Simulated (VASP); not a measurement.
```
CELL_PARAMETERS angstrom
      0.00000     3.13551     3.13551
      3.13551     0.00000     3.13551
      3.13551     3.13551     0.00000
ATOMIC_POSITIONS crystal
  K  0.00000 0.00000 0.00000
  Cl 0.50000 0.50000 0.50000
```

These are PBE GGA with D3 dispersion (Becke-Johnson damping), VASP's PBE PAW potentials (set 64) (plane waves; VASP 6.6.1) values and carry that method's errors. Settings: 520 eV cut-off, 7×7×7 Γ-centred mesh, Gaussian smearing of 0.050 eV, potentials K_sv Cl.

Problem. Predict the energy per atom (σ→0), band gap (on the k-mesh) with the smallest direct gap where there is one.

Solution. 
```yaml
band gap (on the k-mesh): 5.22 eV
smallest direct gap (on the k-mesh): 5.22 eV
energy per atom (σ→0): -347.0 kJ/mol-atom
```

Total energies compare only between runs with the same potentials, cut-off and functional.

The compound is KCl in the rock salt structure. It was relaxed first.
